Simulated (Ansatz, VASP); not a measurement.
One calculation of TaSiRh3, two programs

File INCAR:

```
SYSTEM = TaSiRh3
PREC     = Accurate       ! precision mode
ENCUT    = 520            ! plane-wave cutoff, eV
EDIFF    = 1E-7           ! SCF threshold, eV
ISMEAR   = 0              ! smearing method
SIGMA    = 0.1            ! smearing width, eV
LREAL    = .FALSE.        ! projectors in reciprocal space
LASPH    = .TRUE.         ! aspherical terms in the spheres
NELM     = 150            ! most SCF steps
ALGO     = Normal         ! electronic algorithm
ISIF     = 2              ! what is computed and relaxed
LWAVE    = .FALSE.        ! write WAVECAR
LCHARG   = .FALSE.        ! write CHGCAR
ISPIN    = 2              ! spin polarisation
MAGMOM   = 0 0 1 1 1      ! initial moments
LORBIT   = 11             ! projections on sites
LMAXMIX  = 4              ! l up to which the mixer works
GGA      = PE             ! functional
NBANDS   = 42             ! bands
```

KPOINTS

```
regular mesh
0
G
  4 4 4
  0 0 0
```

POSCAR

```
TaSiRh3
1.0
    4.3564558155      0.0000000000      0.0000000000
    0.0000000000      4.3564558155      0.0000000000
    0.0000000000      0.0000000000      4.3564558155
Ta Si Rh
1 1 3
Direct
    0.5000000000      0.5000000000      0.5000000000
    0.0000000000      0.0000000000      0.0000000000
    0.5000000000      0.0000000000      0.0000000000
    0.0000000000      0.5000000000      0.0000000000
    0.0000000000      0.0000000000      0.5000000000
```

Input for Ansatz:

```yaml
crystal:
  lattice:
    - [4.3564558155, 0.0, 0.0]
    - [0.0, 4.3564558155, 0.0]
    - [0.0, 0.0, 4.3564558155]
  atoms:
    - { symbol: Ta, position: [0.5, 0.5, 0.5] }
    - { symbol: Si, position: [0.0, 0.0, 0.0] }
    - { symbol: Rh, position: [0.5, 0.0, 0.0], spin: 1.0 }
    - { symbol: Rh, position: [0.0, 0.5, 0.0], spin: 1.0 }
    - { symbol: Rh, position: [0.0, 0.0, 0.5], spin: 1.0 }
basis:
  ecutwfc: 420
kpoints:
  mp_grid: { grid: [4, 4, 4] }
hamiltonian:
  xc: pbe
scf:
  occupations: { method: gaussian, width: 0.1 }
  lower_state_search: "off"
output:
  forces: true
  stress: true
  eigenvalues: true
  populations: true
magnetization:
  spin_polarized: true
```

Alike in both runs: task single point; functional PBE; k mesh 4 × 4 × 4; occupations gaussian, width 0.1 eV; collinear spin.

|  | VASP | Ansatz |
| --- | --- | --- |
| version | VASP 6.6.1 | Ansatz 0.2.0 |
| potentials or method | VASP PAW PBE potentials, release 64 (Ta_pv, Si, Rh_pv) | scalar-relativistic, plane waves, PAW |
| plane-wave cutoff (eV) | 520 | 420 |
| valence electrons in the cell | 60 | 68 |

|  | VASP | Ansatz | Ansatz less VASP |
| --- | --- | --- | --- |
| gap on the k mesh at the Fermi level (eV) | none | none | - |
| pressure (GPa) | 0.3 | 0.1 | -0.16 |
| net moment per atom (μB) | 0.29 | 0.29 | 0.000 |
| size of the moment on the site where the two differ most (μB) | 0.18 | 0.15 | -0.030 |

Site moments also hang on the region over which each program counts them. A gap of «none» marks a metal or a gap that the smearing closes. With one functional, cell and mesh, what is left measures potentials, basis and numerics. The two sets of potentials don't hold the same shells in valence.

Caveats: the k mesh is coarse (spacing up to 0.36 Å⁻¹), so the values aren't converged. The runs have no spin-orbit coupling, so splittings on Ta are missing.
